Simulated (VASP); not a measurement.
# RPA total energies of LiH, part 5 of 6

How do semilocal functionals compare with the RPA for LiH, and at what cost? The scan starts from a database cell scaled to its smallest volume. The cell is of the rock-salt type. The start is a cell from a database of measured crystal structures.

VASP 6.6.1, plane waves and PAW; the level of theory is named at each step.

So far. Step 24 (Exact exchange, volume ratio 1.03): The Hartree-Fock energy on these orbitals is -4.6028 eV an atom. Step 25 (Empty bands, volume ratio 1.03): WAVECAR now holds 336 bands for 2 electrons.

The database entry behind the starting cell differs from other determinations of this structure, so it need not match the best structure at room temperature.

### 26. RPA correlation, volume ratio 1.03

This step: RPA correlation on PBE orbitals; plane waves and PAW (Li_GW, H_GW) (VASP 6.6.1).

RPA correlation at this point.

File INCAR:

```
SYSTEM = LiH
PREC = Accurate
ENCUT = 410
ISMEAR = 0
SIGMA = 0.05
LREAL = .FALSE.
GGA = PE
NBANDS = 336
ALGO = ACFDT
ENCUTGW = 200
NOMEGA = 12
PRECFOCK = Fast
LWAVE = .FALSE.
LCHARG = .FALSE.
```

File POSCAR:

```
LiH
1.0
    0.0000000000      2.0569171532      2.0569171532
    2.0569171532      0.0000000000      2.0569171532
    2.0569171532      2.0569171532      0.0000000000
Li H
1 1
Direct
    0.0000000000      0.0000000000      0.0000000000
    0.5000000000      0.5000000000      0.5000000000
```

File KPOINTS:

```
Automatic mesh
0
Gamma
4 4 4
0 0 0
```

PAW data sets: Li_GW and H_GW (PBE family, release 64).

Command:

```
mpirun -np 8 vasp_std
```

Standard output:

```text
[banner, memory and clock lines left out]
running    8 mpi-ranks, on    1 nodes
[...]
[... a notice as in an earlier step ...]

 LDA part: xc-table for (Slater+PW92), standard interpolation
 found WAVECAR, reading the header
 POSCAR, INCAR and KPOINTS ok, starting setup
[...]
reading WAVECAR
 the WAVECAR file was read successfully
 initial charge from wavefunction
 available memory per node:     32.05 GB, setting MAXMEM to     32822

 The Fermi energy was updated, please check that it is located mid-gap
 values below the HOMO (VB) or above the LUMO (CB) will cause erroneous energies
 E-fermi :  -1.2747

 the WAVEDER file was read successfully
 set NWRITE>2 for more details about minimax calculation
 number of imaginary grid points requested:      12
 number of distinct grids requested:  1
 quadrature errors minimized for energies in [ 0.302E+01, 0.410E+03 ]
 bosonic grid (T=0, re) determined with error: 0.6459E-08
 bosonic grid (re): 0.6459E-08
[...]
NQ=   2    0.2500    0.0000    0.0000,
|.........|.........|.........|.........
 performed        514000 updates of chi_q(r,r)
 total number of BLAS operations         52.56 Gflops
NQ=   3    0.5000    0.0000    0.0000,
|.........|.........|.........|.........
 performed        771000 updates of chi_q(r,r)
 total number of BLAS operations         76.57 Gflops
NQ=   4    0.2500    0.2500    0.0000,
|.........|.........|.........|.........
 performed       1028000 updates of chi_q(r,r)
 total number of BLAS operations        108.73 Gflops
NQ=   5    0.5000    0.2500    0.0000,
|.........|.........|.........|.........
 performed       1285000 updates of chi_q(r,r)
 total number of BLAS operations        133.64 Gflops
NQ=   6   -0.2500    0.2500    0.0000,
|.........|.........|.........|.........
 performed       1542000 updates of chi_q(r,r)
 total number of BLAS operations        161.81 Gflops
NQ=   7    0.5000    0.5000    0.0000,
|.........|.........|.........|.........
 performed       1799000 updates of chi_q(r,r)
 total number of BLAS operations        189.51 Gflops
NQ=   8   -0.2500    0.5000    0.2500,
|.........|.........|.........|.........
 performed       2056000 updates of chi_q(r,r)
 total number of BLAS operations        213.51 Gflops
 entering main loop
```

Wall time 4.8 s (8 MPI ranks of Intel Xeon 6975P-C (Granite Rapids), shared host); peak memory 1 GiB; 27 s of CPU time.

Parts of OUTCAR (step 26):

```text
      cutoff energy     smooth cutoff   RPA   correlation   Hartree contr. to MP2
---------------------------------------------------------------------------------
            200.000           160.000       -2.2958769070       -3.2207616856
            190.476           152.381       -2.2867349590       -3.2101512730
            181.406           145.125       -2.2770010496       -3.1987751852
            172.768           138.214       -2.2667153193       -3.1866714525
            164.541           131.632       -2.2556136509       -3.1735393057
            156.705           125.364       -2.2434120223       -3.1589974723
            149.243           119.394       -2.2306796756       -3.1436938041
            142.136           113.709       -2.2173135385       -3.1275338991
  linear regression

[... 2 parts as in an earlier step ...]

[... 2 further parts left out ...]
[key lines of the parts left out:]
E-fermi :  -1.2747
```

The correlation energy is -1.2066 eV an atom, +4 meV against the point before. With exact exchange the total is -5.8094 eV an atom.

### 27. Comparison: r2SCAN, volume ratio 1.03

This step: r2SCAN; plane waves and PAW (Li_GW, H_GW) (VASP 6.6.1).

The comparison at this point.

File INCAR:

```
SYSTEM = LiH
PREC = Accurate
ENCUT = 410
EDIFF = 1E-06
NELM = 100
ISMEAR = 0
SIGMA = 0.05
LREAL = .FALSE.
ALGO = Normal
METAGGA = R2SCAN
LASPH = .TRUE.
NBANDS = 7
LWAVE = .FALSE.
LCHARG = .FALSE.
KPAR = 8
```

POSCAR is that of step 26.

KPOINTS is that of step 26.

Command:

```
mpirun -np 8 vasp_std
```

Standard output:

```text
[... set-up lines as in an earlier step ...]
 entering main loop
       N       E                     dE             d eps       ncg     rms          rms(c)
DAV:   1    -0.515989E+01   -0.51599E+01   -0.11934E+03   126   0.199E+02
DAV:   2    -0.701765E+01   -0.18578E+01   -0.18578E+01   154   0.213E+01
DAV:   3    -0.702419E+01   -0.65385E-02   -0.65385E-02   140   0.160E+00
DAV:   4    -0.702420E+01   -0.62843E-05   -0.62839E-05   175   0.406E-02
[...]
DAV:  10    -0.670083E+01    0.41166E-04   -0.37524E-06   126   0.142E-02    0.258E-03
DAV:  11    -0.670082E+01    0.10572E-04   -0.14239E-06   119   0.754E-03    0.501E-04
DAV:  12    -0.670082E+01   -0.83958E-06   -0.10930E-08    56   0.643E-04
   1 F= -.67008166E+01 E0= -.67008166E+01  d E =-.210618E-14
```

Wall time 3.6 s (8 MPI ranks); peak memory 0.86 GiB; 21 s of CPU time.

Parts of OUTCAR (step 27):

```text
  Total       -0.3511541     -0.3511541     -0.3511541      0.0000000     -0.0000000      0.0000000
  in kB      -32.3242063    -32.3242063    -32.3242063      0.0000000     -0.0000000      0.0000000
  external PRESSURE =     -32.3242063 kB  Pullay stress =       0.0000000 kB

  FREE ENERGIE OF THE ION-ELECTRON SYSTEM (eV)
  ---------------------------------------------------
  free  energy   TOTEN  =        -6.7008166205 eV

  energy  without entropy=       -6.7008166205  energy(sigma->0) =       -6.70081662

[... 3 parts as in an earlier step ...]

[... 1 further part left out ...]
[key lines of the parts left out:]
E-fermi :  -2.8090
```

Its energy is -3.3504 eV an atom, on a zero of its own.

### 28. Orbitals for comparison: HSE06, volume ratio 1.03

This step: PBE; plane waves and PAW (Li_GW, H_GW) (VASP 6.6.1).

Starting orbitals, as before.

File INCAR:

```
SYSTEM = LiH
PREC = Accurate
ENCUT = 410
EDIFF = 1E-05
NELM = 100
ISMEAR = 0
SIGMA = 0.05
LREAL = .FALSE.
ALGO = Normal
GGA = PE
NBANDS = 7
LORBIT = 11
LWAVE = .TRUE.
LCHARG = .FALSE.
KPAR = 8
```

POSCAR is that of step 27.

KPOINTS is that of step 27.

Command:

```
mpirun -np 8 vasp_std
```

Standard output:

```text
[... set-up lines as in an earlier step ...]
 entering main loop
       N       E                     dE             d eps       ncg     rms          rms(c)
[... 4 cycles as in an earlier step ...]
DAV:   5    -0.630393E+01   -0.46430E-09   -0.46428E-09   140   0.270E-04    0.272E+00
DAV:   6    -0.613998E+01    0.16395E+00   -0.14196E-01   119   0.119E+00    0.139E+00
DAV:   7    -0.608616E+01    0.53825E-01   -0.18324E-01   112   0.156E+00    0.237E-01
DAV:   8    -0.608785E+01   -0.16961E-02   -0.32239E-03   112   0.304E-01    0.396E-02
DAV:   9    -0.608781E+01    0.45461E-04   -0.10889E-04   126   0.373E-02    0.265E-03
DAV:  10    -0.608780E+01    0.41735E-05   -0.60445E-06    63   0.153E-02
   1 F= -.60878018E+01 E0= -.60878018E+01  d E =-.191012E-12
 writing wavefunctions
```

Elapsed: 1 s, on 8 MPI ranks; peak memory 0.87 GiB.

From OUTCAR (step 28):

```text
  Total       -0.3379778     -0.3379778     -0.3379778     -0.0000000     -0.0000000      0.0000000
  in kB      -31.1113162    -31.1113162    -31.1113162     -0.0000000     -0.0000000      0.0000000
  external PRESSURE =     -31.1113162 kB  Pullay stress =       0.0000000 kB

  FREE ENERGIE OF THE ION-ELECTRON SYSTEM (eV)
  ---------------------------------------------------
  free  energy   TOTEN  =        -6.0878017919 eV

  energy  without entropy=       -6.0878017919  energy(sigma->0) =       -6.08780179

[... 3 parts as in an earlier step ...]

[... 1 further part left out ...]
[key lines of the parts left out:]
E-fermi :  -2.5460
```

The run ends at a pressure of -3.11 GPa.

### 29. Comparison: HSE06, volume ratio 1.03

This step: HSE06; plane waves and PAW (Li_GW, H_GW) (VASP 6.6.1).

The comparison at this point.

File INCAR:

```
SYSTEM = LiH
PREC = Accurate
ENCUT = 410
EDIFF = 1E-06
NELM = 100
ISMEAR = 0
SIGMA = 0.05
LREAL = .FALSE.
ALGO = Normal
LHFCALC = .TRUE.
AEXX = 0.25
GGA = PE
HFSCREEN = 0.2
LASPH = .TRUE.
NBANDS = 7
PRECFOCK = Fast
LWAVE = .FALSE.
LCHARG = .FALSE.
KPAR = 8
```

POSCAR is that of step 28.

KPOINTS is that of step 28.

The run starts from files that an earlier step left in the folder.

Command:

```
mpirun -np 8 vasp_std
```

Standard output:

```text
[... set-up lines as in an earlier step ...]
 entering main loop
       N       E                     dE             d eps       ncg     rms          rms(c)
DAV:   1    -0.675394E+01   -0.67539E+01   -0.63780E-02   112   0.108E+00    0.855E-02
DAV:   2    -0.675435E+01   -0.41699E-03   -0.58610E-04   112   0.128E-01    0.587E-02
DAV:   3    -0.675435E+01    0.49336E-06   -0.12256E-05   119   0.190E-02    0.367E-02
DAV:   4    -0.675435E+01   -0.14773E-06   -0.75624E-06   112   0.118E-02
   1 F= -.67543519E+01 E0= -.67543519E+01  d E =-.194129E-20
```

It took 3.4 s on 8 MPI ranks; peak memory 1.6 GiB.

From OUTCAR (step 29):

```text
 POSITION                                       TOTAL-FORCE (eV/Angst)
 -----------------------------------------------------------------------------------
      0.00000      0.00000      0.00000        -0.000000     -0.000000     -0.000000
      2.05692      2.05692      2.05692         0.000000      0.000000      0.000000
 -----------------------------------------------------------------------------------
    total drift:                               -0.000001     -0.000001     -0.000001

  FREE ENERGIE OF THE ION-ELECTRON SYSTEM (eV)
  ---------------------------------------------------
  free  energy   TOTEN  =        -6.7543518973 eV

  energy  without entropy=       -6.7543518973  energy(sigma->0) =       -6.75435190

[... 2 parts as in an earlier step ...]

[... 1 further part left out ...]
[key lines of the parts left out:]
E-fermi :  -3.1857
```

Its energy is -3.3772 eV an atom, on a zero of its own.

### 30. Orbitals, volume ratio 1.06

This step: PBE; plane waves and PAW (Li_GW, H_GW) (VASP 6.6.1).

The same chain follows at a volume ratio of 1.06.

File INCAR:

```
SYSTEM = LiH
PREC = Accurate
ENCUT = 410
EDIFF = 1E-08
NELM = 100
ISMEAR = 0
SIGMA = 0.05
LREAL = .FALSE.
ALGO = Normal
GGA = PE
NBANDS = 7
LORBIT = 11
LWAVE = .TRUE.
LCHARG = .FALSE.
KPAR = 8
```

File POSCAR:

```
LiH
1.0
    0.0000000000      2.0766964161      2.0766964161
    2.0766964161      0.0000000000      2.0766964161
    2.0766964161      2.0766964161      0.0000000000
Li H
1 1
Direct
    0.0000000000      0.0000000000      0.0000000000
    0.5000000000      0.5000000000      0.5000000000
```

KPOINTS is that of step 29.

Command:

```
mpirun -np 8 vasp_std
```

Standard output:

```text
[... set-up lines as in an earlier step ...]
 entering main loop
       N       E                     dE             d eps       ncg     rms          rms(c)
DAV:   1    -0.542097E+01   -0.54210E+01   -0.14207E+03   133   0.200E+02
DAV:   2    -0.629000E+01   -0.86903E+00   -0.86903E+00   147   0.141E+01
DAV:   3    -0.629525E+01   -0.52451E-02   -0.52451E-02   147   0.974E-01
DAV:   4    -0.629526E+01   -0.15845E-04   -0.15845E-04   154   0.354E-02
[...]
DAV:  12    -0.607985E+01    0.12116E-06   -0.12902E-08   126   0.708E-04    0.236E-04
DAV:  13    -0.607985E+01   -0.42809E-07   -0.19235E-09    77   0.178E-04    0.213E-05
DAV:  14    -0.607985E+01   -0.75837E-09   -0.16421E-10    56   0.735E-05
   1 F= -.60798545E+01 E0= -.60798545E+01  d E =-.553443E-13
 writing wavefunctions
```

It took 1.2 s on 8 MPI ranks; peak memory 0.89 GiB; 4.9 s of CPU time.

Parts of OUTCAR (step 30):

```text
  Total       -0.4309457     -0.4309457     -0.4309457      0.0000000     -0.0000000      0.0000000
  in kB      -38.5464277    -38.5464277    -38.5464277      0.0000000     -0.0000000      0.0000000
  external PRESSURE =     -38.5464277 kB  Pullay stress =       0.0000000 kB

 POSITION                                       TOTAL-FORCE (eV/Angst)
 -----------------------------------------------------------------------------------
      0.00000      0.00000      0.00000         0.000000      0.000000      0.000000
      2.07670      2.07670      2.07670        -0.000000     -0.000000     -0.000000
 -----------------------------------------------------------------------------------
    total drift:                                0.000000      0.000000      0.000000

  FREE ENERGIE OF THE ION-ELECTRON SYSTEM (eV)
  ---------------------------------------------------
  free  energy   TOTEN  =        -6.0798545498 eV

  energy  without entropy=       -6.0798545498  energy(sigma->0) =       -6.07985455

[... 1 part as in an earlier step ...]

[... 2 further parts left out ...]
[key lines of the parts left out:]
E-fermi :  -2.5889
```

The run ends at a pressure of -3.85 GPa.

### 31. Exact exchange, volume ratio 1.06

This step: Hartree-Fock energy on PBE orbitals; plane waves and PAW (Li_GW, H_GW) (VASP 6.6.1).

Exact exchange at this point.

File INCAR:

```
SYSTEM = LiH
PREC = Accurate
ENCUT = 410
ISMEAR = 0
SIGMA = 0.05
LREAL = .FALSE.
GGA = PE
NBANDS = 7
ALGO = Eigenval
NELM = 1
LHFCALC = .TRUE.
AEXX = 1
ALDAC = 0
AGGAC = 0
PRECFOCK = Normal
LWAVE = .FALSE.
LCHARG = .FALSE.
```

POSCAR is that of step 30.

KPOINTS is that of step 30.

The run starts from files that an earlier step left in the folder.

Command:

```
mpirun -np 8 vasp_std
```

Standard output:

```text
[... set-up lines as in an earlier step ...]
 entering main loop
       N       E                     dE             d eps       ncg     rms          rms(c)
EIG:   1    -0.920413E+01   -0.92041E+01    0.00000E+00     0   0.000E+00
   1 F= -.92041332E+01 E0= -.92041332E+01  d E =-.657554E-17
```

Elapsed: 1.2 s, on 8 MPI ranks; peak memory 0.77 GiB; 4.6 s of CPU time.

From OUTCAR (step 31):

```text
 POSITION                                       TOTAL-FORCE (eV/Angst)
 -----------------------------------------------------------------------------------
      0.00000      0.00000      0.00000        -0.000000      0.000000     -0.000000
      2.07670      2.07670      2.07670         0.000000     -0.000000      0.000000
 -----------------------------------------------------------------------------------
    total drift:                               -0.000000     -0.000000     -0.000000

  FREE ENERGIE OF THE ION-ELECTRON SYSTEM (eV)
  ---------------------------------------------------
  free  energy   TOTEN  =        -9.2041332105 eV

  energy  without entropy=       -9.2041332105  energy(sigma->0) =       -9.20413321

[... 2 parts as in an earlier step ...]

[... 1 further part left out ...]
[key lines of the parts left out:]
E-fermi :  -2.5464
```

The Hartree-Fock energy on these orbitals is -4.6021 eV an atom.

### 32. Empty bands, volume ratio 1.06

This step: PBE; plane waves and PAW (Li_GW, H_GW) (VASP 6.6.1).

The empty bands are made again, for the run that follows.

File INCAR:

```
SYSTEM = LiH
PREC = Accurate
ENCUT = 410
ISMEAR = 0
SIGMA = 0.05
LREAL = .FALSE.
GGA = PE
NBANDS = 344
ALGO = Exact
NELM = 1
LWAVE = .TRUE.
LCHARG = .FALSE.
LOPTICS = .TRUE.
NEDOS = 1000
CSHIFT = 0.1
```

POSCAR is that of step 31.

KPOINTS is that of step 31.

Command:

```
mpirun -np 8 vasp_std
```

Standard output:

```text
[banner, memory and clock lines left out]
running    8 mpi-ranks, on    1 nodes
[...]
[... a notice as in an earlier step ...]

 LDA part: xc-table for (Slater+PW92), standard interpolation
 found WAVECAR, reading the header
  number of bands has changed, file:     7 present:   344
  trying to continue reading WAVECAR, but it might fail
 POSCAR, INCAR and KPOINTS ok, starting setup
[...]
reading WAVECAR
 random initialization beyond band            7
 the WAVECAR file was read successfully
 initial charge from wavefunction
 entering main loop
       N       E                     dE             d eps       ncg     rms          rms(c)
DIA:   1    -0.607985E+01   -0.60799E+01    0.00000E+00     0   0.000E+00
   1 F= -.60798545E+01 E0= -.60798545E+01  d E =-.775475E-19
 writing wavefunctions
 optical routines
 imaginary and real dielectric function
 recalculating local potential from charge density
 direction            1
 direction            2
 direction            3
```

Run time: 1.2 s. Hardware: 8 MPI ranks; peak memory 0.82 GiB.

OUTCAR, selected parts (step 32):

```text
  Total       -0.4309494     -0.4309494     -0.4309494     -0.0000000     -0.0000000      0.0000000
  in kB      -38.5467557    -38.5467557    -38.5467557     -0.0000000     -0.0000000      0.0000000
  external PRESSURE =     -38.5467557 kB  Pullay stress =       0.0000000 kB

 POSITION                                       TOTAL-FORCE (eV/Angst)
 -----------------------------------------------------------------------------------
      0.00000      0.00000      0.00000        -0.000000     -0.000000      0.000000
      2.07670      2.07670      2.07670         0.000000      0.000000      0.000000
 -----------------------------------------------------------------------------------
    total drift:                                0.000000      0.000000      0.000000

  FREE ENERGIE OF THE ION-ELECTRON SYSTEM (eV)
  ---------------------------------------------------
  free  energy   TOTEN  =        -6.0798545470 eV

  energy  without entropy=       -6.0798545470  energy(sigma->0) =       -6.07985455

[... 1 part as in an earlier step ...]

[... 2 further parts left out ...]
[key lines of the parts left out:]
E-fermi :  -2.5277
```

WAVECAR now holds 344 bands for 2 electrons.

(Continued in part 6 of 6.)

[Long decimals in the printed logs are rounded to 6 places.]

[Lines on the potential files, build, host, timing and source positions are cut from VASP's logs without a mark.]

[Logs are printed without paths, hosts, clocks, repeated set-up lines and the standing remarks that a program may print on its own settings, such as how far it seeks lower states.]

[Hosts, paths, dates, database ids (printed as entryN), source tags and the programs' standing remarks are cut or masked in the printed files.]

[Measured values are set beside computed ones only where the two were judged alike; some that the calculation misses by far are left out.]

[Pressures printed for these runs are not shown converged in the cutoff: they can be off by several GPa and have the wrong sign.]
